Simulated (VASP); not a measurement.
These are PBE GGA, VASP's PBE PAW potentials (set 64) (plane waves; VASP) values and carry that method's errors.

The input files of a VASP run:

### INCAR
```
# general
SYSTEM  =  LiH
PREC    =  Normal
ENCUT   =  450
LREAL   =  .FALSE.
LASPH   =  .TRUE.

# electronic loop
EDIFF   =  1E-5
NELM    =  100
NELMIN  =  4
ALGO    =  Fast

# smearing
ISMEAR  =  0
SIGMA   =  0.05

# functional
GGA     =  PE

# ions
IBRION  =  2
NSW     =  20
ISIF    =  2
EDIFFG  =  -0.03

# output
LWAVE   =  .FALSE.
LCHARG  =  .FALSE.
```

### POSCAR
```
LiH
1
   -0.0000000000     1.9991847370     1.9991847370
    1.9991847370    -0.0000000000     1.9991847370
    1.9991847370     1.9991847370    -0.0000000000
Li H
1 1
Direct
  0.0000000000   0.0000000000   0.0000000000
  0.5000000000   0.5000000000   0.5000000000
```

KPOINTS:
```
Automatic mesh
0
Gamma
13 13 13
```

POTCAR, in this order: Li_sv H (PBE.64 set). Program: vasp_std.

Output

**OUTCAR**
```
 ion  position               nearest neighbor table
   1  0.000  0.000  0.000-
   2  0.500  0.500  0.500-
  LATTYP: Found a face centered cubic cell.
 ALAT       =     3.9983694740
 Subroutine PRICEL returns:
 Original cell was already a primitive cell.
 Subroutine GETGRP returns: Found 48 space group operations
The static configuration has the point symmetry O_h .
The dynamic configuration has the point symmetry O_h .
 Subroutine INISYM returns: Found 48 space group operations
 Subroutine IBZKPT returns following result:
 Found     84 irreducible k-points:

 Following reciprocal coordinates:
            Coordinates               Weight
  0.000000  0.000000  0.000000      1.000000
  0.076923  0.000000  0.000000      8.000000
  0.153846  0.000000  0.000000      8.000000
  0.230769  0.000000  0.000000      8.000000
  0.307692  0.000000  0.000000      8.000000
  0.384615  0.000000  0.000000      8.000000
  0.461538  0.000000  0.000000      8.000000
  0.076923  0.076923  0.000000      6.000000
  0.153846  0.076923  0.000000     24.000000
  0.230769  0.076923  0.000000     24.000000
  0.307692  0.076923  0.000000     24.000000
  0.384615  0.076923  0.000000     24.000000
  0.461538  0.076923  0.000000     24.000000
 -0.461538  0.076923  0.000000     24.000000
 -0.384615  0.076923  0.000000     24.000000
 -0.307692  0.076923  0.000000     24.000000
 -0.230769  0.076923  0.000000     24.000000
 -0.153846  0.076923  0.000000     24.000000
 -0.076923  0.076923  0.000000     12.000000
  0.153846  0.153846  0.000000      6.000000
  0.230769  0.153846  0.000000     24.000000
  0.307692  0.153846  0.000000     24.000000
  0.384615  0.153846  0.000000     24.000000
  0.461538  0.153846  0.000000     24.000000
 -0.461538  0.153846  0.000000     24.000000
 -0.384615  0.153846  0.000000     24.000000
 -0.307692  0.153846  0.000000     24.000000
 -0.230769  0.153846  0.000000     24.000000
 -0.153846  0.153846  0.000000     12.000000
  0.230769  0.230769  0.000000      6.000000
  0.307692  0.230769  0.000000     24.000000
  0.384615  0.230769  0.000000     24.000000
  0.461538  0.230769  0.000000     24.000000
 -0.461538  0.230769  0.000000     24.000000
 -0.384615  0.230769  0.000000     24.000000
 -0.307692  0.230769  0.000000     24.000000
 -0.230769  0.230769  0.000000     12.000000
  0.307692  0.307692  0.000000      6.000000
  0.384615  0.307692  0.000000     24.000000
  0.461538  0.307692  0.000000     24.000000
   k-points           NKPTS =     84   k-points in BZ     NKDIM =     84   number of bands    NBANDS=      6
   number of dos      NEDOS =    301   number of ions     NIONS =      2
   total plane-waves  NPLWV =   4096
   dimension x,y,z NGX =    16 NGY =   16 NGZ =   16
   dimension x,y,z NGXF=    32 NGYF=   32 NGZF=   32
   ions per type =               1   1
   PREC   = normal    normal or accurate (medium, high low for compatibility)
   ISTART =      0    job   : 0-new  1-cont  2-samecut
   ICHARG =      2    charge: 1-file 2-atom 10-const
   ISPIN  =      1    spin polarized calculation?
   LNONCOLLINEAR =      F non collinear calculations
   LSORBIT =      F    spin-orbit coupling
   INIWAV =      1    electr: 0-lowe 1-rand  2-diag
   ENCUT  =  450.0 eV  33.07 Ry    5.75 a.u.   4.89  4.89  4.89*2*pi/ulx,y,z
   NELM   =    100;   NELMIN=  4; NELMDL= -5     # of ELM steps
   EDIFF  = 0.1E-04   stopping-criterion for ELM
   LREAL  =      F    real-space projection
   NLSPLINE    = F    spline interpolate recip. space projectors
   LMAXMIX     =    2 max onsite mixed and CHGCAR
...
```

OSZICAR:
```
       N       E                     dE             d eps       ncg     rms          rms(c)
DAV:   1    -0.206459358667E+01   -0.20646E+01   -0.13491E+03  1044   0.551E+02
DAV:   2    -0.631739686937E+01   -0.42528E+01   -0.41359E+01  1500   0.618E+01
DAV:   3    -0.637315369779E+01   -0.55757E-01   -0.55757E-01  1182   0.681E+00
DAV:   4    -0.637374295328E+01   -0.58926E-03   -0.58926E-03  1362   0.556E-01
DAV:   5    -0.637374779541E+01   -0.48421E-05   -0.48421E-05  1200   0.350E-02    0.289E+00
RMM:   6    -0.618691465550E+01    0.18683E+00   -0.42799E-02  1053   0.131E+00    0.149E+00
RMM:   7    -0.612745974730E+01    0.59455E-01   -0.83164E-02  1084   0.198E+00    0.220E-01
RMM:   8    -0.612955616804E+01   -0.20964E-02   -0.72832E-03  1101   0.748E-01    0.454E-02
RMM:   9    -0.612993853518E+01   -0.38237E-03   -0.26933E-03  1149   0.385E-01    0.352E-02
RMM:  10    -0.613019744303E+01   -0.25891E-03   -0.11396E-03  1126   0.247E-01    0.823E-02
RMM:  11    -0.613012293696E+01    0.74506E-04   -0.37455E-04  1081   0.149E-01    0.232E-02
RMM:  12    -0.613014928827E+01   -0.26351E-04   -0.17099E-04   933   0.857E-02    0.247E-02
RMM:  13    -0.613016562631E+01   -0.16338E-04   -0.70369E-05   898   0.539E-02    0.310E-02
RMM:  14    -0.613016155001E+01    0.40763E-05   -0.28245E-05   866   0.318E-02
   1 F= -.61301616E+01 E0= -.61301616E+01  d E =-.613016E+01
```

**OUTCAR**
```
------------------------ aborting loop because EDIFF is reached ----------------------------------------
  FORCE on cell =-STRESS in cart. coord.  units (eV):
  Direction    XX          YY          ZZ          XY          YZ          ZX
  --------------------------------------------------------------------------------------
  Total       -0.1101226     -0.1101226     -0.1101226      0.0000000      0.0000000     -0.0000000
  in kB      -11.0407448    -11.0407448    -11.0407448      0.0000000      0.0000000     -0.0000000
  external PRESSURE =     -11.0407448 kB  Pullay stress =       0.0000000 kB
  volume of cell :       15.98
      direct lattice vectors                 reciprocal lattice vectors
     0.000000000  1.999184737  1.999184737    -0.250101949  0.250101949  0.250101949
     1.999184737  0.000000000  1.999184737     0.250101949 -0.250101949  0.250101949
     1.999184737  1.999184737  0.000000000     0.250101949  0.250101949 -0.250101949
  FREE ENERGIE OF THE ION-ELECTRON SYSTEM (eV)
  ---------------------------------------------------
  free  energy   TOTEN  =        -6.1301615500 eV

  energy  without entropy=       -6.1301615500  energy(sigma->0) =       -6.13016155

 reached required accuracy - stopping structural energy minimisation
```
(Selected blocks of OUTCAR.)

At this cut-off the stress carries a Pulay error, which pulls relaxed volumes low.

The compound is LiH in the rock salt structure. It was relaxed first, which changed the volume by -6 %.
